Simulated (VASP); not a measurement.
Calculation: TPSS meta-GGA, VASP's PBE PAW potentials (set 64) (plane waves; VASP 6.6.1).

VASP input:

POSCAR:
```
Ti
1
    1.4575874766    -2.5246156227     0.0000000000
    1.4575874766     2.5246156227     0.0000000000
    0.0000000000     0.0000000000     4.6221291380
Ti
2
Direct
  0.3333330000   0.6666670000   0.2500000000
  0.6666670000   0.3333330000   0.7500000000
```

INCAR:
```
EDIFF=1E-7   ! SCF stop (eV)
ENCUT=520   ! plane-wave cut-off (eV)
LASPH=.TRUE.   ! aspherical one-centre terms
LREAL=.FALSE.   ! projection in real space or not
NELM=100   ! most electronic steps
LMIXTAU=.TRUE.
PREC=Accurate
ISIF=4   ! ions and shape, fixed volume
LMAXMIX=4
NSW=30   ! most ionic steps
LWAVE=.FALSE.
LCHARG=.FALSE.
SYSTEM=Ti
METAGGA=TPSS
ISMEAR=1   ! Methfessel-Paxton
IBRION=2   ! conjugate gradients
ALGO=Normal
SIGMA=0.1   ! width (eV)
EDIFFG=-0.01   ! ionic stop
```

### KPOINTS
```
Automatic mesh
0
Gamma
14 14 8
0 0 0
```

POTCAR, in this order: Ti_sv (PBE.64 set). Program: vasp_std.

What VASP printed:

File OUTCAR:
```
 ion  position               nearest neighbor table
   1  0.333  0.667  0.250-   2 2.86   2 2.86   2 2.86   2 2.86   2 2.86   2 2.86
   2  0.667  0.333  0.750-   1 2.86   1 2.86   1 2.86   1 2.86   1 2.86   1 2.86
  LATTYP: Found a hexagonal cell.
 ALAT       =     2.9151750023
 C/A-ratio  =     1.5855408798
 Subroutine PRICEL returns:
 Original cell was already a primitive cell.
 Subroutine GETGRP returns: Found 24 space group operations
The static configuration has the point symmetry D_3d.
 The point group associated with its full space group is D_6h.
The dynamic configuration has the point symmetry D_3d.
 Subroutine INISYM returns: Found 24 space group operations
 Subroutine IBZKPT returns following result:
 Found    120 irreducible k-points:

 Following reciprocal coordinates:
            Coordinates               Weight
  0.000000  0.000000  0.000000      1.000000
  0.071429  0.000000  0.000000      6.000000
  0.142857 -0.000000  0.000000      6.000000
  0.214286 -0.000000  0.000000      6.000000
  0.285714 -0.000000  0.000000      6.000000
  0.357143 -0.000000  0.000000      6.000000
  0.428571 -0.000000  0.000000      6.000000
...
```

### OSZICAR
```
       N       E                     dE             d eps       ncg     rms          rms(c)
DAV:   1     0.349873252708E+03    0.34987E+03   -0.35589E+05  3840   0.573E+05
DAV:   2    -0.233369534545E+02   -0.37321E+03   -0.37165E+03  6576   0.605E+02
DAV:   3    -0.215624993585E+03   -0.19229E+03   -0.19143E+03  6800   0.185E+02
DAV:   4    -0.976312047590E+02    0.11799E+03   -0.86786E+02  6272   0.157E+02
DAV:   5    -0.159768916978E+03   -0.62138E+02   -0.97974E+02  5680   0.579E+01    0.139E+01
DAV:   6     0.943081912671E+02    0.25408E+03   -0.10059E+06  3840   0.491E+06    0.233E+00
DAV:   7    -0.226562741041E+02   -0.11696E+03   -0.13174E+03  3968   0.448E+04    0.346E+00
DAV:   8    -0.294005640676E+02   -0.67443E+01   -0.67503E+01  4248   0.788E+01    0.423E+00
DAV:   9    -0.293935369952E+02    0.70271E-02   -0.45167E+00  6144   0.129E+01    0.446E+00
DAV:  10    -0.290197099402E+02    0.37383E+00   -0.82614E-01  4720   0.730E+00    0.603E+00
DAV:  11    -0.254786502266E+02    0.35411E+01   -0.95069E+00  4264   0.215E+01    0.479E+00
DAV:  12    -0.244230298106E+02    0.10556E+01   -0.33004E+00  3872   0.260E+01    0.134E+00
DAV:  13    -0.242297822171E+02    0.19325E+00   -0.98773E+00  3840   0.515E+01    0.111E+01
DAV:  14    -0.260146745598E+02   -0.17849E+01   -0.49684E+00  4216   0.259E+01    0.117E+01
DAV:  15    -0.241702852810E+02    0.18444E+01   -0.25902E+00  3840   0.227E+01    0.112E+01
DAV:  16    -0.273627874581E+02   -0.31925E+01   -0.43039E+00  4384   0.220E+01    0.113E+01
DAV:  17    -0.278773177105E+02   -0.51453E+00   -0.10797E+00  5640   0.999E+00    0.117E+01
DAV:  18    -0.285265752369E+02   -0.64926E+00   -0.53995E-01  3864   0.904E+00    0.114E+01
DAV:  19    -0.286561325548E+02   -0.12956E+00   -0.10085E-01  5568   0.337E+00    0.119E+01
DAV:  20    -0.288175424233E+02   -0.16141E+00   -0.18605E-01  3976   0.600E+00    0.127E+01
DAV:  21    -0.296147123855E+02   -0.79717E+00   -0.16103E+00  4744   0.159E+01    0.944E+00
DAV:  22    -0.296027459902E+02    0.11966E-01   -0.27101E-01  4864   0.861E+00    0.591E+00
DAV:  23    -0.296584567886E+02   -0.55711E-01   -0.14201E-01  3840   0.554E+00    0.546E+00
DAV:  24    -0.296419356668E+02    0.16521E-01   -0.70400E-02  3840   0.370E+00    0.628E+00
DAV:  25    -0.294835331140E+02    0.15840E+00   -0.83737E-02  3928   0.387E+00    0.683E+00
DAV:  26    -0.292252799599E+02    0.25825E+00   -0.32900E-01  3840   0.774E+00    0.728E+00
DAV:  27    -0.294969072893E+02   -0.27163E+00   -0.30480E-01  3840   0.686E+00    0.731E+00
DAV:  28    -0.295743454046E+02   -0.77438E-01   -0.25161E-02  3840   0.237E+00    0.688E+00
DAV:  29    -0.296749315616E+02   -0.10059E+00   -0.14054E-01  3920   0.567E+00    0.488E+00
DAV:  30    -0.297355341569E+02   -0.60603E-01   -0.14585E-01  4136   0.598E+00    0.195E+00
DAV:  31    -0.297884192793E+02   -0.52885E-01   -0.10365E-01  3840   0.502E+00    0.939E-01
DAV:  32    -0.297929683931E+02   -0.45491E-02   -0.11964E-02  5864   0.136E+00    0.120E+00
DAV:  33    -0.297812755077E+02    0.11693E-01   -0.89710E-03  3856   0.141E+00    0.409E-01
DAV:  34    -0.297785666841E+02    0.27088E-02   -0.69766E-03  4664   0.984E-01    0.448E-01
DAV:  35    -0.297799757008E+02   -0.14090E-02   -0.17058E-03  5968   0.341E-01    0.666E-01
DAV:  36    -0.297815692283E+02   -0.15935E-02   -0.21720E-03  3856   0.677E-01    0.318E-01
DAV:  37    -0.297816472113E+02   -0.77983E-04   -0.13521E-03  4744   0.489E-01    0.676E-02
DAV:  38    -0.297816049606E+02    0.42251E-04   -0.80249E-05  4120   0.136E-01    0.193E-02
DAV:  39    -0.297815739665E+02    0.30994E-04   -0.47594E-05  4616   0.970E-02    0.610E-02
DAV:  40    -0.297815537746E+02    0.20192E-04   -0.55274E-06  5344   0.229E-02    0.655E-02
DAV:  41    -0.297815218940E+02    0.31881E-04   -0.45639E-06  4216   0.271E-02    0.547E-02
DAV:  42    -0.297815112023E+02    0.10692E-04   -0.67877E-06  4824   0.344E-02    0.405E-02
DAV:  43    -0.297814978877E+02    0.13315E-04   -0.56183E-06  4792   0.305E-02    0.290E-02
DAV:  44    -0.297814847002E+02    0.13187E-04   -0.48818E-06  4352   0.306E-02    0.154E-02
DAV:  45    -0.297814764994E+02    0.82008E-05   -0.21779E-06  4880   0.167E-02    0.897E-03
DAV:  46    -0.297814753669E+02    0.11325E-05   -0.13612E-07  2256   0.386E-03    0.846E-03
DAV:  47    -0.297814740887E+02    0.12782E-05   -0.12737E-07  2560   0.273E-03    0.837E-03
DAV:  48    -0.297814747277E+02   -0.63898E-06   -0.18156E-07  2464   0.542E-03    0.659E-03
DAV:  49    -0.297814745748E+02    0.15286E-06   -0.37449E-07  3872   0.761E-03    0.397E-03
DAV:  50    -0.297814748453E+02   -0.27047E-06   -0.85250E-08  2240   0.321E-03    0.309E-03
DAV:  51    -0.297814763904E+02   -0.15451E-05   -0.46890E-08  2008   0.317E-03    0.216E-03
DAV:  52    -0.297814768405E+02   -0.45016E-06   -0.11040E-07  2216   0.341E-03    0.183E-03
DAV:  53    -0.297814790037E+02   -0.21632E-05   -0.69168E-08  2088   0.329E-03    0.140E-03
DAV:  54    -0.297814810333E+02   -0.20296E-05   -0.94005E-08  2216   0.348E-03    0.101E-03
DAV:  55    -0.297814826575E+02   -0.16243E-05   -0.89833E-08  2224   0.360E-03    0.517E-04
DAV:  56    -0.297814852628E+02   -0.26053E-05   -0.11442E-07  2400   0.394E-03    0.439E-04
DAV:  57    -0.297814850412E+02    0.22155E-06   -0.47363E-08  2008   0.297E-03    0.107E-04
DAV:  58    -0.297814849086E+02    0.13259E-06   -0.22446E-08  2016   0.182E-03    0.237E-04
DAV:  59    -0.297814849357E+02   -0.27079E-07   -0.11044E-08  1968   0.136E-03
   1 F= -.29781485E+02 E0= -.29782279E+02  d E =-.297815E+02
```

### OUTCAR
```
------------------------ aborting loop because EDIFF is reached ----------------------------------------
  FORCE on cell =-STRESS in cart. coord.  units (eV):
  Direction    XX          YY          ZZ          XY          YZ          ZX
  --------------------------------------------------------------------------------------
  Total       -0.0074165     -0.0074165     -0.0093979      0.0000000      0.0000000     -0.0000000
  in kB       -0.3493053     -0.3493053     -0.4426280      0.0000000      0.0000000     -0.0000000
  external PRESSURE =      -0.3804128 kB  Pullay stress =       0.0000000 kB
  volume of cell :       34.02
      direct lattice vectors                 reciprocal lattice vectors
     1.457587477 -2.524615623  0.000000000     0.343032585 -0.198049951  0.000000000
     1.457587477  2.524615623  0.000000000     0.343032585  0.198049951  0.000000000
     0.000000000  0.000000000  4.622129138     0.000000000  0.000000000  0.216350511
 POSITION                                       TOTAL-FORCE (eV/Angst)
 -----------------------------------------------------------------------------------
      1.45759      0.84154      1.15553        -0.000000     -0.000000      0.000000
      1.45759     -0.84154      3.46660         0.000000      0.000000      0.000000
 -----------------------------------------------------------------------------------
    total drift:                               -0.000000      0.001041     -0.000021
  FREE ENERGIE OF THE ION-ELECTRON SYSTEM (eV)
  ---------------------------------------------------
  free  energy   TOTEN  =       -29.7814849357 eV

  energy  without entropy=      -29.7838675665  energy(sigma->0) =      -29.78227915

 reached required accuracy - stopping structural energy minimisation
```
(Selected blocks of OUTCAR.)

The compound is Ti in the hcp structure. It was relaxed first.
